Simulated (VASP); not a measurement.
An input for Ansatz (written as the equivalent of a VASP run, and not itself run):

Ansatz 0.2 input:
```yaml
crystal:
  lattice:
    - [1.8185079, -3.1497484, 0.0000000]
    - [1.8185079, 3.1497484, 0.0000000]
    - [0.0000000, 0.0000000, 5.7640327]
  atoms:
    - { symbol: Zr, position: [0.0000000, 1.0000000, 0.0000000] }
    - { symbol: Se, position: [0.3333330, 0.6666670, 0.2811037] }
    - { symbol: Se, position: [0.6666670, 0.3333330, 0.7188963] }
kpoints:
  mp_grid: { grid: [10, 10, 6] }
hamiltonian:
  xc: pbesol
  pseudopotentials: { kind: paw }
scf:
  occupations: { method: methfessel_paxton, width: 0.1 }
  max_iter: 100
relax:
  max_steps: 40
  f_tol: 0.02
  cell: { p_target: 5 }
output: { forces: true, stress: true, eigenvalues: true }
```

Write the VASP files for the same calculation (PBEsol).

This is not unique; one that fits is 
**INCAR**
```
SYSTEM = ZrSe2
PREC = Accurate
ENCUT = 500
EDIFF = 1E-6
NELM = 100
ALGO = Normal
LREAL = .FALSE.
LASPH = .TRUE.
ISMEAR = 1
SIGMA = 0.1
GGA = PS
LMAXMIX = 4
LWAVE = .FALSE.
LCHARG = .FALSE.
IBRION = 2
ISIF = 3
NSW = 40
EDIFFG = -0.02
PSTRESS = 50
```

### KPOINTS
```
Automatic mesh
0
Gamma
10 10 6
0 0 0
```

POSCAR:
```
ZrSe2
1.0
  1.8185078973  -3.1497484420   0.0000000000
  1.8185078973   3.1497484420   0.0000000000
  0.0000000000   0.0000000000   5.7640326808
Zr Se
1 2
Cartesian
  1.8185078973   3.1497484420   0.0000000000
  1.8185078973   1.0499182472   1.6202907671
  1.8185078973  -1.0499182472   4.1437419137
```

POTCAR, in this order: Zr_sv Se (PBE.64 set). Program: vasp_std.

The two are equivalent in intent, not identical: each code has its own PAW files, so the cut-off isn't converted (ENCUT is set for VASP's; basis.ecutwfc is left out, and Ansatz then takes the one that its files recommend); Ansatz stops its SCF on the density residual and VASP on the energy change (EDIFF).

The compound is ZrSe2 in the 1T layered structure. This run relaxes it under an external pressure of 5 GPa. Symmetry was kept, so distortions that lower it aren't found.
